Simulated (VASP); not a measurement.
Energy against volume of ZrB$_{2}$ (AlB2 type). These are r2SCAN+rVV10, VASP's PBE PAW potentials (set 64) (plane waves; VASP) values and carry that method's errors. Run with 520 eV cut-off, 11×11×9 Γ-centred mesh, first-order Methfessel-Paxton smearing of 0.10 eV, potentials Zr_sv B.

Shape and ions are relaxed at each volume.

| V (Å³/atom) | E (eV/atom) |
|---|---|
| 9.950 | -13.47354 |
| 10.257 | -13.48094 |
| 10.565 | -13.47419 |
| 10.873 | -13.45524 |

### Question
Fit these four points and predict the energy of the run at 9.642 Å³/atom.

### Answer
A cubic in V^(−2/3), the third-order Birch-Murnaghan form, passes through the four points with V0 = 10.26 Å³/atom and B0 = 246 GPa, and gives -13.4496 eV/atom there. The run gave -13.4497 eV/atom, -0.1 meV/atom from the fit; all five points give B0 = 245 GPa.

The compound is ZrB2 in the AlB2 type structure. It was relaxed first.
